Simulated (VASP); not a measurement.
Computed with PBE GGA, VASP's PBE PAW potentials (set 64) (plane waves; VASP).

A VASP calculation is set up with these files.

File KPOINTS:
```
Automatic mesh
0
Gamma
11 11 11
0 0 0
```

File POSCAR:
```
NdB2
1.0
 -1.7926520000   1.7926520000   4.3875910000
  1.7926520000  -1.7926520000   4.3875910000
  1.7926520000   1.7926520000  -4.3875910000
Nd B
1 2
Direct
  0.0000000000   0.0000000000   0.0000000000
  0.3353000000   0.3353000000   0.0000000000
  0.6647000000   0.6647000000   0.0000000000
```

INCAR:
```
ALGO = Normal
EDIFF = 1E-4
ENCUT = 520
GGA = PE
ISIF = 2
ISMEAR = 1
LASPH = .True.
LCHARG = .False.
LMAXMIX = 6
LREAL = .False.
LWAVE = .False.
NELM = 100
PREC = Accurate
SIGMA = 0.1
SYSTEM = NdB2
```

POTCAR, in this order: Nd_3 B (PBE.64 set). Program: vasp_std.

The 4f electrons are frozen in the core of the lanthanide potential, so 4f levels, which can set the real gap, and their magnetism are missing.

Problem. What does the run give for the energy per atom (σ→0), pressure, largest force, band gap (on the k-mesh)?

Solution. 
The energy per atom (σ→0) is -4.520 eV/atom. The band gap (on the k-mesh) comes out as none (metal, semimetal or under 0.01 eV) and the pressure is -8.74 GPa. The largest force comes out as 0.349 eV/Å.

**OSZICAR**
```
...
DAV:   4    -0.137087297933E+02   -0.14432E+00   -0.14396E+00  4068   0.779E+00
DAV:   5    -0.137128212305E+02   -0.40914E-02   -0.40906E-02  4408   0.119E+00    0.500E+00
DAV:   6    -0.135942694916E+02    0.11855E+00   -0.21753E-01  4244   0.339E+00    0.281E+00
DAV:   7    -0.135594750056E+02    0.34794E-01   -0.11683E-01  4760   0.281E+00    0.486E-01
DAV:   8    -0.135585115388E+02    0.96347E-03   -0.83215E-03  3748   0.640E-01    0.178E-01
DAV:   9    -0.135584732106E+02    0.38328E-04   -0.10435E-03  4708   0.182E-01    0.603E-02
DAV:  10    -0.135584973748E+02   -0.24164E-04   -0.63826E-05  1780   0.874E-02
   1 F= -.13558497E+02 E0= -.13559074E+02  d E =0.172908E-02
```

The structure was generated: NdB2 was put into the MoSi2 type (I4/mmm), which need not be its known phase. The cell was not relaxed at this level. The run is one of a series of settings (EDIFF = 1E-4 against the base run), some of them coarse on purpose. The electron count is odd and the run is not spin-polarised, which forces a metal.
